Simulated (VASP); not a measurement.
# NbB2 under strain, part 2 of 2

How does the pressure of NbB2 answer to a change of volume? The bands are shown for each cell. All runs use PBEsol. Left out of this account: 1 further run (fields: a reference on another mesh). The start is a cell from a database of measured crystal structures.

VASP 6.6.1; PBEsol; plane waves and PAW (Nb_sv, B).

Still holding for the runs below: This run has no spin polarisation. Its electron count is odd, so without a moment it is a metal by construction. Spin-orbit coupling is off here; it would split degenerate levels.

So far, pressure (GPa): step 2 (bands, cell as listed) -1.66; step 3 (cell volume +4.0 %) -12.5; step 4 (cell volume +8.0 %) -21.3; step 5 (bands, sheared, principal strains -1.6, +0.4, +1.2 %) -1.29; step 6 (cell volume -4.0 %) 11.5.

## 7. Bands, volume times 0.92

The cell is scaled evenly once more. A prediction first. A parabola through the 4 pressures of evenly scaled cells so far, P = -1.63 -299.4 t +569 t² GPa with t = ln(V/V₁) and V₁ the volume at scale 1, gives 27.29 GPa at t = -0.0834.

Input file INCAR:

```
SYSTEM = NbB2
PREC = Accurate
ENCUT = 420
EDIFF = 1E-06
NELM = 100
ISMEAR = -1
SIGMA = 0.05
LREAL = .FALSE.
ALGO = Normal
GGA = PS
NBANDS = 22
LASPH = .TRUE.
LORBIT = 11
LWAVE = .FALSE.
LCHARG = .FALSE.
KPAR = 4
```

Input file POSCAR:

```
NbB2
1.0
    3.0247512495      0.0000000000      0.0000000000
   -1.5123756248      2.6195114223      0.0000000000
    0.0000000000      0.0000000000      3.1803654617
Nb B
1 2
Direct
    0.0000000000      0.0000000000      0.0000000000
    0.3333333333      0.6666666667      0.5000000000
    0.6666666667      0.3333333333      0.5000000000
```

Input file KPOINTS:

```
Automatic mesh
0
Gamma
11 11 9
0 0 0
```

Input file KPOINTS_OPT:

```
Line mode
16
Line-mode
Reciprocal
  0.00000000   0.00000000   0.00000000 GAMMA
  0.50000000   0.00000000   0.00000000 M

  0.50000000   0.00000000   0.00000000 M
  0.33333333   0.33333333   0.00000000 K

  0.33333333   0.33333333   0.00000000 K
  0.00000000   0.00000000   0.00000000 GAMMA

  0.00000000   0.00000000   0.00000000 GAMMA
  0.00000000   0.00000000   0.50000000 A

  0.00000000   0.00000000   0.50000000 A
  0.50000000   0.00000000   0.50000000 L

  0.50000000   0.00000000   0.50000000 L
  0.33333333   0.33333333   0.50000000 H

  0.33333333   0.33333333   0.50000000 H
  0.00000000   0.00000000   0.50000000 A

  0.50000000   0.00000000   0.50000000 L
  0.50000000   0.00000000   0.00000000 M

  0.33333333   0.33333333   0.00000000 K
  0.33333333   0.33333333   0.50000000 H
```

The projector-augmented-wave data sets are Nb_sv and B (PBE family, release 64).

Started as:

```sh
$ mpirun -np 4 vasp_std
```

The job ended after 16 s (4 MPI ranks of Intel Xeon Platinum 8488C (Sapphire Rapids), shared host; peak memory 0.66 GiB; 54 s of CPU time).

Numbers from this step:

```yaml
free_energy_toten: -27.24 eV
energy_at_zero_smearing: -27.24 eV
fermi_energy: 13.79 eV
pressure: 27.68 GPa
```

Electronic bands along the path, in eV, zero at the Fermi level; # counts the bands kept:

```
          point      #1     #2     #3     #4     #5     #6     #7    #8
              Γ   -4.85  -4.85  -4.76  -3.09   1.46   1.46   3.65  3.65
0.47 of the way   -6.91  -4.55  -4.53  -4.27   0.95   1.03   1.93  2.97
              M   -9.96  -5.58  -4.99  -4.52   0.42   1.86   2.80  3.54
0.53 of the way   -9.81  -7.12  -5.14  -2.34  -2.19   1.32   2.56  5.24
              K   -9.40  -9.08  -4.06  -4.06   0.00   0.00   1.01  8.06
0.47 of the way   -7.55  -5.80  -4.87  -3.10  -0.49   0.08   2.81  5.09
              Γ   -4.85  -4.85  -4.76  -3.09   1.46   1.46   3.65  3.65
0.53 of the way   -7.10  -3.98  -3.98  -1.08  -1.08  -0.94   1.30  1.30
              A   -9.09  -2.22  -2.22  -2.14  -2.14  -1.35  -1.35  1.08
0.47 of the way   -7.54  -6.20  -5.50  -3.52   0.20   1.40   1.71  2.48
              L   -8.33  -6.87  -6.38  -3.43   2.68   3.28   3.87  5.78
0.47 of the way   -9.27  -6.50  -5.79  -3.83   2.68   3.95   4.40  6.02
              H  -10.77  -6.33  -4.62  -4.62   2.66   5.43   5.43  5.74
0.53 of the way   -7.05  -6.96  -5.65  -3.94   0.71   1.94   2.01  3.12
              A   -9.09  -2.22  -2.22  -2.14  -2.14  -1.35  -1.35  1.08
      jump to L   -8.33  -6.87  -6.38  -3.43   2.68   3.28   3.87  5.78
0.53 of the way  -10.18  -5.83  -5.00  -4.43   0.59   2.68   3.00  4.86
              M   -9.96  -5.58  -4.99  -4.52   0.42   1.86   2.80  3.54
      jump to K   -9.40  -9.08  -4.06  -4.06   0.00   0.00   1.01  8.06
0.53 of the way  -10.20  -7.68  -4.51  -4.51   1.78   2.72   2.72  6.78
              H  -10.77  -6.33  -4.62  -4.62   2.66   5.43   5.43  5.74
```

Of the projections kept (Nb, B), the largest for each band there; the rest of the weight can lie on other orbitals:

| point | #1 | #2 | #3 | #4 | #5 | #6 | #7 | #8 |
| --- | --- | --- | --- | --- | --- | --- | --- | --- |
| Γ | B 0.55 | B 0.55 | Nb 0.99 | B 0.86 | Nb 1.00 | Nb 1.00 | Nb 0.58 | Nb 0.58 |
| M | B 0.87 | Nb 0.59 | Nb 0.88 | B 0.94 | Nb 1.00 | B 0.94 | Nb 0.96 | Nb 0.84 |
| K | B 0.82 | B 0.68 | Nb 0.63 | Nb 0.63 | Nb 0.77 | Nb 0.77 | Nb 0.82 | Nb 0.55 |
| Γ | B 0.55 | B 0.55 | Nb 0.99 | B 0.86 | Nb 1.00 | Nb 1.00 | Nb 0.58 | Nb 0.58 |
| A | B 0.52 | B 1.00 | B 1.00 | Nb 0.80 | Nb 0.80 | Nb 1.00 | Nb 1.00 | Nb 0.88 |
| L | B 0.89 | B 0.65 | Nb 0.72 | B 0.70 | Nb 0.97 | Nb 1.00 | B 0.86 | Nb 0.70 |

 The pressure is 27.68 GPa. The parabola predicted 27.29 GPa, -0.40 GPa off.

## 8. Bands, atoms displaced by up to 0.16 Å

The atoms are moved off their sites at random, as a crude picture of disorder.

INCAR is that of step 7.

Input file POSCAR:

```
NbB2
1.0
    3.1100000000      0.0000000000      0.0000000000
   -1.5550000000      2.6933390058      0.0000000000
    0.0000000000      0.0000000000      3.2700000000
Nb B
1 2
Direct
   -0.0062500000     -0.0133850000     -0.0166150000
    0.3213710000      0.6369040000      0.4592220000
    0.6459600000      0.3020610000      0.4910850000
```

KPOINTS is that of step 7.

KPOINTS_OPT is that of step 7.

Started as:

```sh
$ mpirun -np 4 vasp_std
```

The job ended after 42 s (4 MPI ranks; peak memory 1.7 GiB; 2.6 min of CPU time).

This step gave:

| Quantity | Value |
| --- | --- |
| SCF cycles | 12 |
| irreducible k-points | 545 |
| symmetry operations | 1 |
| free energy (TOTEN) | -27.35 eV |
| energy at zero smearing | -27.35 eV |
| Fermi energy | 12.60 eV |
| pressure | -0.9345 GPa |

Electronic bands along the path, in eV, zero at the Fermi level; # counts the bands kept:

```
          point      #1     #2     #3     #4     #5     #6     #7    #8
              Γ   -4.57  -4.40  -4.37  -2.96   1.22   1.27   3.13  3.32
0.53 of the way   -6.95  -4.52  -4.34  -3.86   0.70   0.92   1.81  2.84
              M   -9.84  -5.25  -4.66  -4.17   0.30   1.93   2.48  3.15
0.47 of the way   -9.71  -6.50  -4.89  -2.41  -1.66   1.41   2.49  4.44
              K   -9.13  -8.53  -3.80  -3.67   0.02   0.07   0.92  7.35
0.53 of the way   -6.74  -5.18  -4.39  -3.21   0.03   0.46   2.10  4.02
              Γ   -4.57  -4.40  -4.37  -2.96   1.22   1.27   3.13  3.32
0.47 of the way   -6.40  -3.95  -3.76  -1.21  -0.80  -0.65   1.53  1.70
              A   -8.67  -2.37  -2.12  -1.90  -1.66  -1.20  -1.14  0.94
0.47 of the way   -7.23  -5.83  -5.09  -3.24   0.14   1.14   1.51  2.33
              L   -8.03  -6.38  -5.85  -3.52   2.34   2.88   3.41  5.20
0.47 of the way   -8.77  -6.19  -5.34  -3.84   2.35   3.45   3.83  5.19
              H  -10.16  -6.10  -4.44  -4.38   2.33   4.59   4.70  5.05
0.53 of the way   -6.79  -6.46  -5.36  -3.60   0.58   1.67   1.85  2.81
              A   -8.67  -2.37  -2.12  -1.90  -1.66  -1.20  -1.14  0.94
      jump to L   -8.03  -6.38  -5.85  -3.52   2.34   2.88   3.41  5.20
0.47 of the way   -9.43  -5.67  -4.71  -4.11   0.53   2.67   2.85  4.43
              M   -9.84  -5.25  -4.66  -4.17   0.30   1.93   2.48  3.15
      jump to K   -9.13  -8.53  -3.80  -3.67   0.02   0.07   0.92  7.35
0.47 of the way   -9.61  -7.55  -4.24  -4.16   1.45   1.96   2.04  6.27
              H  -10.16  -6.10  -4.44  -4.38   2.33   4.59   4.70  5.05
```

Of the projections kept (Nb, B), the largest for each band there; the rest of the weight can lie on other orbitals:

| point | #1 | #2 | #3 | #4 | #5 | #6 | #7 | #8 |
| --- | --- | --- | --- | --- | --- | --- | --- | --- |
| Γ | B 0.55 | Nb 0.65 | Nb 0.75 | B 0.85 | Nb 1.00 | Nb 1.00 | Nb 0.56 | Nb 0.55 |
| M | B 0.88 | Nb 0.60 | Nb 0.59 | B 0.70 | Nb 0.98 | B 0.91 | Nb 0.96 | Nb 0.86 |
| K | B 0.83 | B 0.68 | Nb 0.64 | Nb 0.65 | Nb 0.79 | Nb 0.79 | Nb 0.84 | Nb 0.55 |
| Γ | B 0.55 | Nb 0.65 | Nb 0.75 | B 0.85 | Nb 1.00 | Nb 1.00 | Nb 0.56 | Nb 0.55 |
| A | B 0.53 | B 0.69 | B 0.54 | Nb 0.52 | B 0.51 | Nb 0.98 | Nb 0.92 | Nb 0.89 |
| L | B 0.89 | B 0.65 | Nb 0.72 | B 0.72 | Nb 0.97 | Nb 1.00 | B 0.81 | Nb 0.71 |

Force by atom:

| atom | x (eV/Å) | y (eV/Å) | z (eV/Å) | size |
| --- | --- | --- | --- | --- |
| Nb1 | -0.065 | -0.562 | -0.419 | 0.704 |
| B2 | -0.283 | 0.253 | 0.869 | 0.949 |
| B3 | 0.348 | 0.309 | -0.450 | 0.648 |

 The pressure is -0.93 GPa, and the symmetry operations fall from 24 to 1.

## 9. Side by side

| cell | mesh | pressure (GPa) | gap (eV) |
| --- | --- | --- | --- |
| cell as listed | 11×11×9 | -1.66 | none |
| volume times 1.04 | 11×11×9 | -12.47 | none |
| volume times 1.08 | 11×11×9 | -21.31 | none |
| sheared, principal strains -1.6, +0.4, +1.2 % | 11×11×9 | -1.29 | none |
| volume times 0.96 | 11×11×9 | 11.54 | none |
| volume times 0.92 | 11×11×9 | 27.68 | none |
| atoms displaced by up to 0.16 Å | 11×11×9 | -0.93 | none |

## 10. What came out

* pressure, cell as listed: -1.66 GPa
* pressure, volume times 1.04: -12.5 GPa
* pressure, volume times 1.08: -21.3 GPa
* pressure, sheared, principal strains -1.6, +0.4, +1.2 %: -1.29 GPa
* pressure, volume times 0.96: 11.5 GPa
* pressure, volume times 0.92: 27.7 GPa
* pressure, atoms displaced by up to 0.16 Å: -0.935 GPa
* bulk modulus at the listed volume, shape and positions held: 301 GPa

The slope of pressure against ln V at the listed volume gives a bulk modulus of 301 GPa at fixed shape and positions. Spin-orbit coupling is left out; it would split some degenerate bands. With an odd electron count and no spin the cell is a metal by construction.

[Lines on the potential files, build, host, timing and source positions are cut from VASP's logs without a mark.]

[Logs are printed without paths, hosts, clocks, repeated set-up lines and the standing remarks that a program may print on its own settings, such as how far it seeks lower states.]

[Hosts, paths, dates, database ids (printed as entryN), source tags and the programs' standing remarks are cut or masked in the printed files.]

[A measured line is paired with the nearest computed mode of its activity, which favours agreement.]
